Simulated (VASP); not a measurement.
All values below come from optB86b-vdW, VASP's PBE PAW potentials (set 64) (plane waves; VASP).

A VASP calculation is set up with these files.

INCAR:
```
SYSTEM = Ca
PREC = Accurate
ENCUT = 520
EDIFF = 1E-7
NELM = 100
ALGO = Normal
LREAL = .FALSE.
LASPH = .TRUE.
ISMEAR = 1
SIGMA = 0.1
GGA = MK
PARAM1 = 0.1234
PARAM2 = 1.0
LUSE_VDW = .TRUE.
AGGAC = 0.0
LWAVE = .FALSE.
LCHARG = .FALSE.
ISIF = 2
```

**POSCAR**
```
Ca
1
    0.0000000000     2.7043724128     2.7043724128
    2.7043724128     0.0000000000     2.7043724128
    2.7043724128     2.7043724128     0.0000000000
Ca
1
Direct
  0.0000000000   0.0000000000   0.0000000000
```

### KPOINTS
```
Regular mesh
0
gamma
  12 12 12
0 0 0
```

POTCAR, in this order: Ca_sv (PBE.64 set). Program: vasp_std.

Output of the run:

**OUTCAR**
```
 ion  position               nearest neighbor table
   1  0.000  0.000  0.000-
  LATTYP: Found a face centered cubic cell.
 ALAT       =     5.4087448256
 Subroutine PRICEL returns:
 Original cell was already a primitive cell.
 Subroutine GETGRP returns: Found 48 space group operations
The static configuration has the point symmetry O_h .
The dynamic configuration has the point symmetry O_h .
 Subroutine INISYM returns: Found 48 space group operations
 Subroutine IBZKPT returns following result:
 Found     72 irreducible k-points:

 Following reciprocal coordinates:
            Coordinates               Weight
  0.000000  0.000000  0.000000      1.000000
  0.083333  0.000000  0.000000      8.000000
  0.166667  0.000000  0.000000      8.000000
  0.250000  0.000000  0.000000      8.000000
  0.333333  0.000000  0.000000      8.000000
  0.416667  0.000000  0.000000      8.000000
  0.500000  0.000000  0.000000      4.000000
  0.083333  0.083333  0.000000      6.000000
  0.166667  0.083333  0.000000     24.000000
  0.250000  0.083333  0.000000     24.000000
  0.333333  0.083333  0.000000     24.000000
  0.416667  0.083333  0.000000     24.000000
  0.500000  0.083333  0.000000     24.000000
 -0.416667  0.083333  0.000000     24.000000
 -0.333333  0.083333  0.000000     24.000000
 -0.250000  0.083333  0.000000     24.000000
 -0.166667  0.083333  0.000000     24.000000
 -0.083333  0.083333  0.000000     12.000000
  0.166667  0.166667  0.000000      6.000000
  0.250000  0.166667  0.000000     24.000000
  0.333333  0.166667  0.000000     24.000000
  0.416667  0.166667  0.000000     24.000000
  0.500000  0.166667  0.000000     24.000000
 -0.416667  0.166667  0.000000     24.000000
 -0.333333  0.166667  0.000000     24.000000
 -0.250000  0.166667  0.000000     24.000000
 -0.166667  0.166667  0.000000     12.000000
  0.250000  0.250000  0.000000      6.000000
  0.333333  0.250000  0.000000     24.000000
  0.416667  0.250000  0.000000     24.000000
  0.500000  0.250000  0.000000     24.000000
 -0.416667  0.250000  0.000000     24.000000
 -0.333333  0.250000  0.000000     24.000000
 -0.250000  0.250000  0.000000     12.000000
  0.333333  0.333333  0.000000      6.000000
  0.416667  0.333333  0.000000     24.000000
  0.500000  0.333333  0.000000     24.000000
 -0.416667  0.333333  0.000000     24.000000
 -0.333333  0.333333  0.000000     12.000000
  0.416667  0.416667  0.000000      6.000000
   k-points           NKPTS =     72   k-points in BZ     NKDIM =     72   number of bands    NBANDS=      9
   number of dos      NEDOS =    301   number of ions     NIONS =      1
   total plane-waves  NPLWV =  21952
   dimension x,y,z NGX =    28 NGY =   28 NGZ =   28
   dimension x,y,z NGXF=    56 NGYF=   56 NGZF=   56
   ions per type =               1
   PREC   = accura    normal or accurate (medium, high low for compatibility)
   ISTART =      0    job   : 0-new  1-cont  2-samecut
   ICHARG =      2    charge: 1-file 2-atom 10-const
   ISPIN  =      1    spin polarized calculation?
   LNONCOLLINEAR =      F non collinear calculations
   LSORBIT =      F    spin-orbit coupling
   INIWAV =      1    electr: 0-lowe 1-rand  2-diag
   ENCUT  =  520.0 eV  38.22 Ry    6.18 a.u.   7.11  7.11  7.11*2*pi/ulx,y,z
   NELM   =    100;   NELMIN=  2; NELMDL= -5     # of ELM steps
   EDIFF  = 0.1E-06   stopping-criterion for ELM
   LREAL  =      F    real-space projection
   NLSPLINE    = F    spline interpolate recip. space projectors
   LMAXMIX     =    2 max onsite mixed and CHGCAR
   VOSKOWN=      0    Vosko Wilk Nusair interpolation
...
```

File OSZICAR:
```
       N       E                     dE             d eps       ncg     rms          rms(c)
DAV:   1     0.669645667684E+02    0.66965E+02   -0.50617E+03  1296   0.101E+03
DAV:   2     0.179086670910E+01   -0.65174E+02   -0.64976E+02  1338   0.232E+02
DAV:   3     0.502374983084E+00   -0.12885E+01   -0.12802E+01  2015   0.350E+01
DAV:   4     0.450683667628E+00   -0.51691E-01   -0.51422E-01  1911   0.492E+00
DAV:   5     0.450031913901E+00   -0.65175E-03   -0.65145E-03  2127   0.403E-01    0.211E+00
DAV:   6     0.457072601427E+00    0.70407E-02   -0.14117E-02  1609   0.139E+00    0.129E+00
DAV:   7     0.457420225875E+00    0.34762E-03   -0.20648E-02  1547   0.180E+00    0.103E-01
DAV:   8     0.457805992572E+00    0.38577E-03   -0.22604E-03  1504   0.506E-01    0.274E-02
DAV:   9     0.457768284739E+00   -0.37708E-04   -0.14070E-04  1947   0.107E-01    0.101E-02
DAV:  10     0.457768639085E+00    0.35435E-06   -0.11881E-05  1872   0.336E-02    0.223E-03
DAV:  11     0.457768532822E+00   -0.10626E-06   -0.11283E-06  2209   0.764E-03    0.537E-03
DAV:  12     0.457769069003E+00    0.53618E-06   -0.25546E-07  1506   0.665E-03    0.508E-04
DAV:  13     0.457769093861E+00    0.24858E-07   -0.19793E-08   833   0.111E-03
   1 F= 0.45776909E+00 E0= 0.45820273E+00  d E =-.130091E-02
```

### OUTCAR
```
------------------------ aborting loop because EDIFF is reached ----------------------------------------
  FORCE on cell =-STRESS in cart. coord.  units (eV):
  Direction    XX          YY          ZZ          XY          YZ          ZX
  --------------------------------------------------------------------------------------
  Total        0.1278993      0.1278993      0.1278993      0.0000000      0.0000000      0.0000000
  in kB        5.1802314      5.1802314      5.1802314      0.0000000      0.0000000      0.0000000
  external PRESSURE =       5.1802314 kB  Pullay stress =       0.0000000 kB
  volume of cell :       39.56
      direct lattice vectors                 reciprocal lattice vectors
     0.000000000  2.704372413  2.704372413    -0.184885779  0.184885779  0.184885779
     2.704372413  0.000000000  2.704372413     0.184885779 -0.184885779  0.184885779
     2.704372413  2.704372413  0.000000000     0.184885779  0.184885779 -0.184885779
 POSITION                                       TOTAL-FORCE (eV/Angst)
 -----------------------------------------------------------------------------------
      0.00000      0.00000      0.00000        -0.000000      0.000000      0.000000
 -----------------------------------------------------------------------------------
    total drift:                               -0.000000     -0.000000     -0.000000
  FREE ENERGIE OF THE ION-ELECTRON SYSTEM (eV)
  ---------------------------------------------------
  free  energy   TOTEN  =         0.4577690939 eV

  energy  without entropy=        0.4590700052  energy(sigma->0) =        0.45820273
```
(Selected blocks of OUTCAR.)

File OUTCAR:
```
 val. band max:        2.1397502056   @ k =   0.5000   0.0833   0.0000

 cond. band min:       2.1622424363   @ k =  -0.3333   0.3333   0.1667


 Fermi energy:         2.1541560122

 k-point     1 :       0.0000    0.0000    0.0000
  band No.  band energies     occupation
      1     -39.6172      2.00000
      2     -20.6010      2.00000
      3     -20.6010      2.00000
      4     -20.6010      2.00000
      5      -1.9664      2.00000
      6       4.5510      0.00000
      7       4.5510      0.00000
      8       4.5510      0.00000
      9       5.6909      0.00000

 k-point     2 :       0.0833    0.0000    0.0000
  band No.  band energies     occupation
      1     -39.6160      2.00000
      2     -20.6129      2.00000
      3     -20.6026      2.00000
      4     -20.6026      2.00000
      5      -1.8409      2.00000
      6       4.4157      0.00000
      7       4.5991      0.00000
      8       4.5991      0.00000
      9       5.6486      0.00000

 k-point     3 :       0.1667    0.0000    0.0000
  band No.  band energies     occupation
      1     -39.6126      2.00000
      2     -20.6456      2.00000
      3     -20.6070      2.00000
      4     -20.6070      2.00000
      5      -1.4738      2.00000
      6       4.0646     -0.00000
      7       4.6929      0.00000
      8       4.6929      0.00000
      9       5.5933      0.00000

 k-point     4 :       0.2500    0.0000    0.0000
  band No.  band energies     occupation
      1     -39.6079      2.00000
      2     -20.6899      2.00000
      3     -20.6130      2.00000
      4     -20.6130      2.00000
      5      -0.8948      2.00000
      6       3.5960     -0.00000
      7       4.6919      0.00000
      8       4.6919      0.00000
      9       5.7024      0.00000

 k-point     5 :       0.3333    0.0000    0.0000
  band No.  band energies     occupation
      1     -39.6032      2.00000
      2     -20.7337      2.00000
      3     -20.6190      2.00000
...
```

The compound is Ca in the fcc structure. This cell is one point of a volume scan, at 0.97 of the reference volume.
